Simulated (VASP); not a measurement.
Runs of VASP 6.6.1 on Cl3Ga. The cell holds a molecule in a box, 4 atoms: a = 11.000 Å, b = 13.000 Å, c = 13.000 Å, α = 90.00°, β = 90.00°, γ = 90.00°. 

```csv
task,level,cell,gap on the mesh (eV),largest force (eV/Å)
single point,optB88-vdW,as given,4.81,0.15
atomic charges,PBE+TS,as given,4.92,0.16
electron localisation function,PBE,as given,4.92,0.14
single point,PBE,as given,4.92,0.14
relaxation of the atoms,revPBE+D3(BJ),atoms relaxed,(a),-
```

Alike in all rows: potentials or basis VASP PAW PBE potentials, release 64 (Cl, Ga_d); no spin polarisation; k mesh 1 × 1 × 1; cutoff (eV) 520; smearing gaussian 0.01 eV.

Estimate the missing entries.

(a) 4.85.

Caveats: the PAW data sets were made with another functional, which shifts forces and pressure a little (some runs).

A k mesh can miss the band edges, and the runs leave out spin-orbit coupling on Ga.

Not every run made on this cell is shown here.
